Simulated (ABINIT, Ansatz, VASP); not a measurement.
**One structure in several programs: La₃TlC (Pm-3m, 5 atoms in the cell)**

Self-consistent single point.

```yaml
crystal:
  lattice:
    - [5.32515, 0.00000, 0.00000]
    - [0.00000, 5.32515, 0.00000]
    - [0.00000, 0.00000, 5.32515]
  atoms:
    - { symbol: La, position: [0.50000, 0.00000, 0.50000] }
    - { symbol: La, position: [0.00000, 0.50000, 0.50000] }
    - { symbol: La, position: [0.50000, 0.50000, 0.00000] }
    - { symbol: Tl, position: [0.00000, 0.00000, 0.00000] }
    - { symbol: C, position: [0.50000, 0.50000, 0.50000] }
```

Shared settings, as Ansatz (a program for electronic structure) writes them: kpoints.mp_grid.grid = 5 5 5; scf.occupations.method = gaussian; scf.occupations.width = 0.272 eV. Potentials and cutoffs stand in the table.

| code | model | pressure (GPa) | cutoff |
|---|---|---|---|
| Ansatz | PBEsol, PAW files made with PBE | -4.79 | default |
| ABINIT | PBEsol, PAW (JTH v2.0 PBE PAW, files made for PBE) | -4.72 | 52 Ry |
| VASP | PBEsol, VASP's PBE PAW potentials (set 64) | -4.97 | 400 eV |

On Ansatz's run: spin-orbit coupling is off.

The spread over the programs that give each value: pressure within 0.25 GPa.

Ansatz's pressure is given at a fixed set of plane waves, as the other plane-wave codes print theirs.

VASP's run is marked for a possible Pulay error in its stress at this cutoff; no cutoff test was made.

The starting cell comes from a database of computed structures (which also holds hypothetical and non-ambient phases and stackings), without a prior relaxation at this level. Its lattice was rescaled by a random factor within 2.5 % of one.

Left out of this page: CP2K, Elk and FLEUR (not drawn, or without a comparable value).

Keys are those of Ansatz 0.2.
